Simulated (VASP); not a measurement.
Energy against volume of CsPbBr₃ (cubic perovskite). Level of theory: rev-vdW-DF2, VASP's PBE PAW potentials (set 64) (plane waves; VASP). Settings: 520 eV cut-off, 4×4×4 Γ-centred mesh, Gaussian smearing of 0.050 eV, potentials Cs_sv Pb_d Br.

| V (Å³/atom) | E (eV/atom) |
|---|---|
| 40.248 | -1.17180 |
| 41.493 | -1.17465 |
| 42.737 | -1.17252 |
| 43.982 | -1.16619 |

Fit these four points and predict the energy of the run at 39.003 Å³/atom.

A cubic in V^(−2/3), the third-order Birch-Murnaghan form, passes through the four points with V0 = 41.55 Å³/atom and B0 = 21 GPa, and gives -1.1630 eV/atom there. The run gave -1.1630 eV/atom, +0.0 meV/atom from the fit; all five points give B0 = 21 GPa.

The compound is CsPbBr3 in the cubic perovskite structure, the ideal cubic form; the compound distorts at low or room temperature. It was relaxed first.
